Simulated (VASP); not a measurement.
Computed with r2SCAN meta-GGA, VASP's PBE PAW potentials (set 64) (plane waves; VASP).

A VASP calculation is set up with these files.

### INCAR
```
SYSTEM=MnS
PREC=Accurate; ENCUT=520; LREAL=F
LASPH=T
EDIFF=1E-6; NELM=100; ALGO=Normal
LMAXMIX=4; LMIXTAU=T
ISMEAR=0; SIGMA=0.05
METAGGA=R2SCAN
MAGMOM=4.3 -4.3 0.0 0.0
ISPIN=2
IBRION=2; NSW=60; ISIF=3
EDIFFG=-0.02
LWAVE=F; LCHARG=F; LORBIT=10
```

**KPOINTS**
```
Automatic
0
Gamma
6 6 6
```

**POSCAR**
```
MnS
1.0
  5.1523691189   2.5676887109   2.5676887109
  2.5676887109   5.1523691189   2.5676887109
  2.5676887109   2.5676887109   5.1523691189
Mn S
2 2
Direct
  0.0000000000   0.0000000000   0.0000000000
  0.5000000000   0.5000000000   0.5000000000
  0.2500000000   0.2500000000   0.2500000000
  0.7500000000   0.7500000000   0.7500000000
```

POTCAR, in this order: Mn_pv S (PBE.64 set). Program: vasp_std.

The run wrote:

### OUTCAR
```
 ion  position               nearest neighbor table
   1  0.000  0.000  0.000-   4 2.58   4 2.58   4 2.58   3 2.58   3 2.58   3 2.58
   2  0.500  0.500  0.500-   3 2.58   3 2.58   3 2.58   4 2.58   4 2.58   4 2.58
   3  0.250  0.250  0.250-   1 2.58   1 2.58   1 2.58   2 2.58   2 2.58   2 2.58
   4  0.750  0.750  0.750-   2 2.58   2 2.58   2 2.58   1 2.58   1 2.58   1 2.58
  LATTYP: Found a trigonal (rhomboedric) cell.
 ALAT       =     6.3034084565
 COS(alpha) =     0.8318631907
 Subroutine PRICEL returns following result:
  LATTYP: Found a trigonal (rhomboedric) cell.
 ALAT       =     3.6432850490
 COS(alpha) =     0.4966994574
 Subroutine GETGRP returns: Found 12 space group operations
The static configuration has the point symmetry D_3d.
The dynamic configuration has the point symmetry D_3d.
The overall configuration has the point symmetry D_3d.
 Subroutine INISYM returns: Found 12 space group operations
 Subroutine IBZKPT returns following result:
 Found     32 irreducible k-points:

 Following reciprocal coordinates:
            Coordinates               Weight
  0.000000  0.000000  0.000000      1.000000
  0.166667 -0.000000 -0.000000      6.000000
  0.333333 -0.000000 -0.000000      6.000000
  0.500000 -0.000000 -0.000000      3.000000
  0.166667  0.166667 -0.000000      6.000000
  0.333333  0.166667 -0.000000     12.000000
  0.500000  0.166667 -0.000000     12.000000
 -0.333333  0.166667  0.000000     12.000000
 -0.166667  0.166667  0.000000      6.000000
  0.333333  0.333333 -0.000000      6.000000
  0.500000  0.333333 -0.000000     12.000000
 -0.333333  0.333333  0.000000      6.000000
  0.500000  0.500000 -0.000000      3.000000
  0.166667  0.166667  0.166667      2.000000
  0.333333  0.166667  0.166667      6.000000
  0.500000  0.166667  0.166667      6.000000
 -0.333333  0.166667  0.166667      6.000000
 -0.166667  0.166667  0.166667      6.000000
...
```

File OSZICAR:
```
       N       E                     dE             d eps       ncg     rms          rms(c)
DAV:   1     0.367156055713E+03    0.36716E+03   -0.21926E+04  3152   0.183E+03
DAV:   2    -0.210269239138E+02   -0.38818E+03   -0.38395E+03  2951   0.498E+02
DAV:   3    -0.574361083437E+02   -0.36409E+02   -0.35650E+02  4251   0.139E+02
DAV:   4    -0.585178623523E+02   -0.10818E+01   -0.10810E+01  3476   0.237E+01
DAV:   5    -0.585404627386E+02   -0.22600E-01   -0.22597E-01  3777   0.398E+00    0.162E+01
DAV:   6    -0.522065326375E+02    0.63339E+01   -0.28927E+01  3736   0.609E+01    0.179E+01
DAV:   7    -0.498808781259E+02    0.23257E+01   -0.26205E+00  3140   0.165E+01    0.111E+01
DAV:   8    -0.494613426877E+02    0.41954E+00   -0.63405E-01  3702   0.103E+01    0.587E+00
DAV:   9    -0.498860640779E+02   -0.42472E+00   -0.62437E-01  2965   0.734E+00    0.138E+00
DAV:  10    -0.499417695715E+02   -0.55705E-01   -0.74851E-02  3947   0.313E+00    0.564E-01
DAV:  11    -0.499770645615E+02   -0.35295E-01   -0.28682E-02  3254   0.122E+00    0.208E-01
DAV:  12    -0.499836071432E+02   -0.65426E-02   -0.76477E-03  3429   0.771E-01    0.140E-01
DAV:  13    -0.499841076756E+02   -0.50053E-03   -0.25248E-03  3219   0.447E-01    0.926E-02
DAV:  14    -0.499844569664E+02   -0.34929E-03   -0.31695E-04  3420   0.166E-01    0.470E-02
DAV:  15    -0.499844423381E+02    0.14628E-04   -0.16315E-05  3603   0.334E-02    0.450E-02
DAV:  16    -0.499844000731E+02    0.42265E-04   -0.76058E-05  3753   0.695E-02    0.170E-02
DAV:  17    -0.499844043483E+02   -0.42752E-05   -0.17895E-05  3105   0.440E-02    0.125E-02
DAV:  18    -0.499843990037E+02    0.53446E-05   -0.12155E-06  2116   0.750E-03    0.633E-03
DAV:  19    -0.499843969779E+02    0.20258E-05   -0.22266E-07  1780   0.485E-03    0.404E-03
DAV:  20    -0.499844008217E+02   -0.38438E-05   -0.91637E-07  1808   0.596E-03    0.134E-03
DAV:  21    -0.499844005965E+02    0.22517E-06   -0.17294E-07  1752   0.327E-03
   1 F= -.49984401E+02 E0= -.49984401E+02  d E =-.499844E+02  mag=    -0.0000
       N       E                     dE             d eps       ncg     rms          rms(c)
DAV:   1    -0.499907085897E+02   -0.63078E-02   -0.13895E-01  3434   0.508E+00    0.813E-01
DAV:   2    -0.499850365472E+02    0.56720E-02   -0.21916E-02  3378   0.231E+00    0.694E-01
DAV:   3    -0.499846016674E+02    0.43488E-03   -0.23556E-03  3659   0.378E-01    0.180E-01
DAV:   4    -0.499842866929E+02    0.31497E-03   -0.40894E-04  3404   0.184E-01    0.971E-02
DAV:   5    -0.499843355854E+02   -0.48892E-04   -0.25502E-04  3357   0.101E-01    0.537E-02
DAV:   6    -0.499843076331E+02    0.27952E-04   -0.31843E-05  3740   0.603E-02    0.374E-02
DAV:   7    -0.499843658401E+02   -0.58207E-04   -0.11838E-05  3364   0.347E-02    0.838E-03
DAV:   8    -0.499843662505E+02   -0.41035E-06   -0.92147E-07  1864   0.713E-03
   2 F= -.49984366E+02 E0= -.49984366E+02  d E =0.343461E-04  mag=    -0.0000
```

### OUTCAR
```
------------------------ aborting loop because EDIFF is reached ----------------------------------------
  FORCE on cell =-STRESS in cart. coord.  units (eV):
  Direction    XX          YY          ZZ          XY          YZ          ZX
  --------------------------------------------------------------------------------------
  Total       -0.0238719     -0.0238719     -0.0238719     -0.0147710     -0.0147710     -0.0147710
  in kB       -0.5544485     -0.5544485     -0.5544485     -0.3430709     -0.3430709     -0.3430709
  external PRESSURE =      -0.5544485 kB  Pullay stress =       0.0000000 kB
  volume of cell :       68.98
      direct lattice vectors                 reciprocal lattice vectors
     5.156858210  2.568062359  2.568062359     0.289904506 -0.096375470 -0.096375470
     2.568062359  5.156858210  2.568062359    -0.096375470  0.289904506 -0.096375470
     2.568062359  2.568062359  5.156858210    -0.096375470 -0.096375470  0.289904506
 POSITION                                       TOTAL-FORCE (eV/Angst)
 -----------------------------------------------------------------------------------
      2.56806      2.56806      5.15686        -0.000000     -0.000000      0.000000
      5.14649      5.14649      5.14649         0.000000     -0.000000     -0.000000
      2.57325      2.57325      2.57325        -0.000000      0.000000     -0.000000
      7.71974      7.71974      7.71974        -0.000000      0.000000     -0.000000
 -----------------------------------------------------------------------------------
    total drift:                                0.000000     -0.000000     -0.000000
  FREE ENERGIE OF THE ION-ELECTRON SYSTEM (eV)
  ---------------------------------------------------
  free  energy   TOTEN  =       -49.9843662505 eV

  energy  without entropy=      -49.9843662505  energy(sigma->0) =      -49.98436625

 total charge

# of ion       s       p       d       tot
------------------------------------------
    1        0.219   6.163   4.933  11.315
    2        0.219   6.163   4.933  11.315
    3        1.311   2.477   0.000   3.788
    4        1.311   2.477   0.000   3.788
--------------------------------------------------
tot          3.060  17.280   9.866  30.207

 magnetization (x)

# of ion       s       p       d       tot
------------------------------------------
    1        0.017   0.015   4.313   4.345
    2       -0.017  -0.015  -4.313  -4.345
    3        0.000   0.000   0.000   0.000
    4        0.000   0.000   0.000   0.000
--------------------------------------------------
tot          0.000   0.000   0.000   0.000

 reached required accuracy - stopping structural energy minimisation
```
(Selected blocks of OUTCAR.)

File CONTCAR:
```
MnS
   1.00000000000000
     5.1568582101797427    2.5680623594008969    2.5680623594008969
     2.5680623594008969    5.1568582101797427    2.5680623594008969
     2.5680623594008969    2.5680623594008969    5.1568582101797427
  Mn              S
     2     2
Direct
     0.0000000000000000    0.0000000000000000    1.0000000000000000
     0.5000000000000000    0.5000000000000000    0.5000000000000000
     0.2500000000000000    0.2500000000000000    0.2500000000000000
     0.7500000000000000    0.7500000000000000    0.7500000000000000
```

The compound is MnS in the rock salt, AFM-II order structure. This run relaxes it. Symmetry was kept, so distortions that lower it aren't found. The start is the result of an earlier pass.
